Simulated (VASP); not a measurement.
Consider the following.

```xyz
2
Lattice="2.9731 0.0000 0.0000 -1.4866 2.5748 0.0000 0.0000 0.0000 5.6069" Properties=species:S:1:pos:R:3 pbc="T T T"
Cd     0.0000     1.7165     1.4017
Cd     1.4866     0.8583     4.2052
```

Calculation: SCAN meta-GGA, VASP's PBE PAW potentials (set 64) (plane waves; VASP). Numerical set-up: 400 eV cut-off, 13×13×6 Γ-centred mesh, first-order Methfessel-Paxton smearing of 0.10 eV, potentials Cd.

Energy and stress use the plane-wave basis of the starting cell.

Task: The ions, cell shape and volume are relaxed. Give the cell that the relaxation ends in.

Result: 
```xyz
2
Lattice="2.9619 0.0000 0.0000 -1.4810 2.5651 0.0000 0.0000 0.0000 5.5337" Properties=species:S:1:pos:R:3 pbc="T T T"
Cd     0.0000     1.7101     1.3834
Cd     1.4810     0.8550     4.1503
```
Space group P6_3/mmc (194), at a tolerance of 0.03 Å.

Task: How do energy and volume change from the first to the last step?

Result: The energy (σ→0) changes by -1.2 meV/atom and the volume by -2.0 %, in 6 ionic steps.

| step | E(σ→0) (eV) | max force (eV/Å) | pressure (GPa) | volume (Å³) |
|---|---|---|---|---|
| 1 | -60.8148 | 0.000 | -1.23 | 42.92 |
| 2 | -60.8163 | 0.000 | 0.37 | 41.90 |
| 3 | -60.8169 | 0.000 | -0.35 | 42.34 |
| 4 | -60.8168 | 0.000 | 0.02 | 42.10 |
| 5 | -60.8171 | 0.000 | 0.02 | 42.07 |
| 6 | -60.8172 | 0.000 | 0.03 | 42.04 |

The structure comes from a measured Cd entry (P6_3/mmc) of the Crystallography Open Database, whose conditions weren't checked. This run relaxes it. Symmetry was kept, so distortions that lower it aren't found.
